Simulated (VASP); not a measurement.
# Ti8C3N5 (R-3m) in VASP: a series of runs, part 2 of 2

VASP 6.6.1.

### Step 3. Relaxation of cell and atoms, PBEsol

This run uses another cell than the first one, of 9.52 Å³/atom, 0.979 times its volume.

The input, INCAR:

```
SYSTEM = Ti8C3N5
PREC = Accurate
ENCUT = 600
EDIFF = 1E-7
ISMEAR = 1
SIGMA = 0.1
LREAL = .False.
LASPH = .True.
NELM = 80
ALGO = Normal
ISIF = 3
LWAVE = .False.
LCHARG = .False.
GGA = PS
IBRION = 2
NSW = 90
EDIFFG = -0.005
KPAR = 4
```

The input, KPOINTS:

```
regular mesh
0
Gamma
  9 9 8
  0 0 0
```

The input, POSCAR:

```
Ti8C3N5                                 
1.0
   -4.2365207687      4.2365207687      0.0000000000
   -4.2365207687     -0.0000000000      4.2365207687
    0.0037300440      4.2402508127      4.2402508127
  Ti              N               C             
     8     5     3
Direct
     0.9999943585357831    0.9999943585357831    0.0021037477742876
     0.4979075351541462    0.9999943585357831    0.0021037477742876
     0.9999943585357831    0.4979075351541462    0.0021037477742876
     0.9999911825707678    0.9999911825707678    0.5000264522876964
     0.5000088174292322    0.5000088174292322    0.9999735477123035
     0.5000056414642169    0.0020924648458538    0.4978962522257124
     0.0020924648458538    0.5000056414642169    0.4978962522257124
     0.5000056414642169    0.5000056414642169    0.4978962522257124
     0.7500000000000000    0.7500000000000000    0.7500000000000000
     0.2500000000000000    0.7500000000000000    0.7500000000000000
     0.7500000000000000    0.2500000000000000    0.7500000000000000
     0.7500000000000000    0.7500000000000000    0.2500000000000000
     0.2500000000000000    0.2500000000000000    0.7500000000000000
     0.2500000000000000    0.7500000000000000    0.2500000000000000
     0.7500000000000000    0.2500000000000000    0.2500000000000000
     0.2500000000000000    0.2500000000000000    0.2500000000000000
```

Potentials or basis: VASP PAW PBE potentials, release 64 (Ti_sv, N, C).

The run is started by

```sh
cat potpaw_PBE.64/Ti_sv/POTCAR potpaw_PBE.64/N/POTCAR potpaw_PBE.64/C/POTCAR > POTCAR
mpirun -np 4 vasp_std > vasp.out
```

OUTCAR:

```text
SYSTEM = Ti8C3N5
   PREC = Accurate
   ENCUT = 600
   EDIFF = 1E-7
   ISMEAR = 1
   LREAL = .False.
   LASPH = .True.
   NELM = 80
   ISIF = 3
   GGA = PS
   IBRION = 2
   NSW = 90
   EDIFFG = -0.005

 ion  position               nearest neighbor table
   1  1.000  1.000  0.002-  14 2.11  15 2.11  12 2.12  13 2.12  10 2.13  11 2.13
   2  0.498  1.000  0.002-  14 2.11  16 2.11  12 2.12  13 2.12   9 2.13  11 2.13
   3  1.000  0.498  0.002-  15 2.11  16 2.11  12 2.12  13 2.12   9 2.13  10 2.13
   4  1.000  1.000  0.500-   9 2.12  10 2.12  11 2.12  14 2.12  15 2.12  16 2.12
   5  0.500  0.500  1.000-   9 2.12  10 2.12  11 2.12  14 2.12  15 2.12  16 2.12
   6  0.500  0.002  0.498-  15 2.11  16 2.11  12 2.12  13 2.12   9 2.13  10 2.13
[... 8 lines left out ...]
  15  0.750  0.250  0.250-   3 2.11   6 2.11   1 2.11   8 2.11   4 2.12   5 2.12
  16  0.250  0.250  0.250-   2 2.11   3 2.11   6 2.11   7 2.11   4 2.12   5 2.12

  LATTYP: Found a trigonal (rhomboedric) cell.
 ALAT       =     5.9966213673
 COS(alpha) =     0.5008794815

  Lattice vectors:

 A1 = (   4.2402508127,   0.0037300440,   4.2402508127)
 A2 = (   4.2402508127,   4.2402508127,   0.0037300440)
 A3 = (   0.0037300440,   4.2402508127,   4.2402508127)

Analysis of symmetry for initial positions (statically):
=====================================================================
 Subroutine PRICEL returns:
 Original cell was already a primitive cell.

 Routine SETGRP: Setting up the symmetry group for a
 trigonal (rhombohedral) supercell.

 Subroutine GETGRP returns: Found 12 space group operations
 (whereof  2 operations were pure point group operations)
 out of a pool of 12 trial point group operations.

The static configuration has the point symmetry C_1h.
 The point group associated with its full space group is D_3d.

Analysis of symmetry for dynamics (positions and initial velocities):
=====================================================================
 Subroutine PRICEL returns:
 Original cell was already a primitive cell.

 Routine SETGRP: Setting up the symmetry group for a
 trigonal (rhombohedral) supercell.

[... 184 lines left out ...]
   LEPSILON=     F    determine dielectric tensor
   LRPA    =     F    only Hartree local field effects (RPA)
 conjugate gradient relaxation of ions
 non-spin polarized calculation
 Methfessel and Paxton  Order N= 1 SIGMA  =   0.10
  energy-cutoff  :      600.00
  volume of cell :      152.28
 maximum number of plane-waves:      5101
   NGX = 23   NGY = 23   NGZ = 23

 number of electron     133.0000007 magnetization

 Free energy of the ion-electron system (eV)
  ---------------------------------------------------
  ext. energy  EPLUGINS =         0.00000000
  ---------------------------------------------------
  free energy    TOTEN  =      -163.77760625 eV

  energy without entropy =     -163.77516061  energy(sigma->0) =     -163.77679104

 E-fermi :  10.9722     XC(G=0): -13.2220

 val. band max:       10.9718298205   @ k =   0.4444   0.3333   0.2500
 cond. band min:      10.9765311990   @ k =   0.2222   0.2222   0.3750
 fundamental gap:      0.0047013785
 Fermi energy:        10.9722468709

 k-point     1 :       0.0000    0.0000    0.0000
  band No.  band energies     occupation
      1     -46.2809      2.00000
      2     -46.2006      2.00000
      3     -46.2001      2.00000
      4     -46.2001      2.00000
      5     -46.1678      2.00000
      6     -46.1678      2.00000
[... 1933 lines left out ...]
     77      12.8823     -0.00000
     78      13.0599      0.00000

 [... further k-points ...]

 [bands above 78 left out]

------------------------ aborting loop because EDIFF is reached ----------------------------------------

  FORCE on cell =-STRESS in cart. coord.  units (eV):
  Direction    XX          YY          ZZ          XY          YZ          ZX
  --------------------------------------------------------------------------------------
  -------------------------------------------------------------------------------------
  Total        0.0039513      0.0039513      0.0039513     -0.0334475     -0.0334475     -0.0334475
  in kB        0.0415741      0.0415741      0.0415741     -0.3519190     -0.3519190     -0.3519190
  external PRESSURE =       0.0415741 kB  Pullay stress =       0.0000000 kB

 VOLUME and BASIS-vectors are now :
 -----------------------------------------------------------------------------
  energy-cutoff  :      600.00
  volume of cell :      152.28
      direct lattice vectors                 reciprocal lattice vectors
    -4.236520769  4.236520769  0.000000000    -0.117969486  0.118073261 -0.117969486
    -4.236520769  0.000000000  4.236520769    -0.117969486 -0.117969486  0.118073261
     0.003730044  4.240250813  4.240250813     0.117865711  0.117865711  0.117865711

 POSITION                                       TOTAL-FORCE (eV/Angst)
 -----------------------------------------------------------------------------------
     -8.47299      4.24542      4.24542        -0.001637      0.002587      0.002587
     -6.34588      2.11832      4.24542         0.002587     -0.001637      0.002587
     -6.34588      4.24542      2.11832         0.002587      0.002587     -0.001637
     -8.47110      6.35672      6.35672        -0.002267     -0.002267     -0.002267
     -4.23287      6.35844      6.35844         0.002267      0.002267      0.002267
     -2.12529      4.22949      2.12007        -0.002587     -0.002587      0.001637
[... 8 lines left out ...]
     -4.23559      4.23745      2.11919         0.000000     -0.000000     -0.000000
     -2.11733      2.11919      2.11919         0.000000      0.000000     -0.000000
 -----------------------------------------------------------------------------------
    total drift:                               -0.000000     -0.000000     -0.000000

  FREE ENERGIE OF THE ION-ELECTRON SYSTEM (eV)
  ---------------------------------------------------
  free  energy   TOTEN  =      -163.7776062496 eV

  energy  without entropy=     -163.7751606146  energy(sigma->0) =     -163.77679104

 reached required accuracy - stopping structural energy minimisation
```

OSZICAR:

```text
N       E                     dE             d eps       ncg     rms          rms(c)
DAV:   1     0.218345931323E+04    0.21835E+04   -0.68210E+04 29230   0.233E+03
DAV:   2     0.237827880606E+03   -0.19456E+04   -0.18982E+04 29230   0.717E+02
DAV:   3    -0.164272575776E+03   -0.40210E+03   -0.39138E+03 40827   0.259E+02
[... 11 lines left out ...]
DAV:  15    -0.163777607809E+03    0.17105E-05   -0.41979E-05 41132   0.401E-02    0.849E-03
DAV:  16    -0.163777606422E+03    0.13869E-05   -0.68222E-06 44148   0.165E-02    0.516E-03
DAV:  17    -0.163777606507E+03   -0.84909E-07   -0.27360E-06 38356   0.933E-03    0.349E-03
DAV:  18    -0.163777606199E+03    0.30821E-06   -0.84623E-07 36068   0.544E-03    0.106E-03
DAV:  19    -0.163777606250E+03   -0.50761E-07   -0.13244E-07 20372   0.260E-03
   1 F= -.16377761E+03 E0= -.16377679E+03  d E =-.163778E+03
```

Run time: 27 min. Hardware: 4 MPI ranks of AMD EPYC 7R43 (Zen 3), shared host; peak memory 1.7 GiB.

What came out:

| Quantity | Value |
| --- | --- |
| Free energy | -163.7776 eV |
| Pressure after relaxing | 0.0 GPa |
| Largest force after relaxing | 0.004 eV/Å |
| Band gap on the k mesh | none (metal or under the smearing width) |

Forces on the atoms (eV/Å):
```
Ti  -0.002  0.003  0.003
Ti   0.003 -0.002  0.003
Ti   0.003  0.003 -0.002
Ti  -0.002 -0.002 -0.002
Ti   0.002  0.002  0.002
Ti  -0.003 -0.003  0.002
Ti  -0.003  0.002 -0.003
Ti   0.002 -0.003 -0.003
N    0.000  0.000  0.000
N    0.000  0.000  0.000
N    0.000  0.000  0.000
N    0.000  0.000  0.000
N    0.000  0.000  0.000
C    0.000  0.000  0.000
C    0.000  0.000  0.000
C    0.000  0.000  0.000
```

Final structure:
```yaml
crystal:
  lattice:
    - [-4.23652, 4.23652, 0.00000]
    - [-4.23652, 0.00000, 4.23652]
    - [0.00373, 4.24025, 4.24025]
  atoms:
    - { symbol: Ti, position: [0.99999, 0.99999, 0.00210] }
    - { symbol: Ti, position: [0.49791, 0.99999, 0.00210] }
    - { symbol: Ti, position: [0.99999, 0.49791, 0.00210] }
    - { symbol: Ti, position: [0.99999, 0.99999, 0.50003] }
    - { symbol: Ti, position: [0.50001, 0.50001, 0.99997] }
    - { symbol: Ti, position: [0.50001, 0.00209, 0.49790] }
    - { symbol: Ti, position: [0.00209, 0.50001, 0.49790] }
    - { symbol: Ti, position: [0.50001, 0.50001, 0.49790] }
    - { symbol: N, position: [0.75000, 0.75000, 0.75000] }
    - { symbol: N, position: [0.25000, 0.75000, 0.75000] }
    - { symbol: N, position: [0.75000, 0.25000, 0.75000] }
    - { symbol: N, position: [0.75000, 0.75000, 0.25000] }
    - { symbol: N, position: [0.25000, 0.25000, 0.75000] }
    - { symbol: C, position: [0.25000, 0.75000, 0.25000] }
    - { symbol: C, position: [0.75000, 0.25000, 0.25000] }
    - { symbol: C, position: [0.25000, 0.25000, 0.25000] }
```

Levels at points of the mesh, in eV from the Fermi level:
```tsv
k point	band 64	band 65	band 66	band 67	band 68	band 69
(0.00, 0.00, 0.00)	-1.65	-0.67	-0.54	-0.54	-0.29	-0.28
(0.00, 0.00, 0.50)	-2.66	-0.10	-0.03	-0.03	0.18	0.51
```

Caveat: the relaxation stopped at its first step, so nothing moved; the PAW data sets were made with another functional, which shifts forces and pressure a little.
